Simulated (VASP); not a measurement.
```
CELL_PARAMETERS angstrom
      1.81834    -3.14946     0.00000
      1.81834     3.14946     0.00000
      0.00000     0.00000     4.32915
ATOMIC_POSITIONS crystal
  Pt 0.00000 0.00000 0.00000
  Se 0.33333 0.66667 0.28588
  Se 0.66667 0.33333 0.71412
```

These are LDA (Ceperley-Alder, Perdew-Zunger), VASP's LDA PAW potentials (set 64) (plane waves; VASP) values and carry that method's errors. Run with 500 eV cut-off, 10×10×7 Γ-centred mesh, first-order Methfessel-Paxton smearing of 0.10 eV, potentials Pt Se.

Task: The ions, cell shape and volume at an external pressure of 20.0 GPa are relaxed. Which structure does the run end with?

Result: 
```
CELL_PARAMETERS angstrom
      1.82539    -3.16166     0.00000
      1.82539     3.16166     0.00000
      0.00000     0.00000     4.27349
ATOMIC_POSITIONS crystal
  Pt 0.00000 0.00000 0.00000
  Se 0.33333 0.66667 0.28803
  Se 0.66667 0.33333 0.71197
```
Space group P-3m1 (164), at a tolerance of 0.03 Å.

Task: How do energy and volume change from the first to the last step?

Result: The energy (σ→0) changes by +9.2 meV/atom and the volume by -0.5 %, in 7 ionic steps.

| step | E(σ→0) (eV) | max force (eV/Å) | pressure (GPa) | volume (Å³) |
|---|---|---|---|---|
| 1 | -16.6922 | 0.183 | 20.03 | 49.58 |
| 2 | -16.6979 | 0.019 | 18.99 | 49.60 |
| 3 | -16.6982 | 0.037 | 18.91 | 49.61 |
| 4 | -16.6442 | 0.031 | 20.58 | 49.17 |
| 5 | -16.6619 | 0.033 | 20.05 | 49.31 |
| 6 | -16.6627 | 0.023 | 20.03 | 49.31 |
| 7 | -16.6647 | 0.005 | 20.01 | 49.33 |

The compound is PtSe2 in the 1T layered structure. This run relaxes it under an external pressure of 20 GPa. Symmetry was kept, so distortions that lower it aren't found.
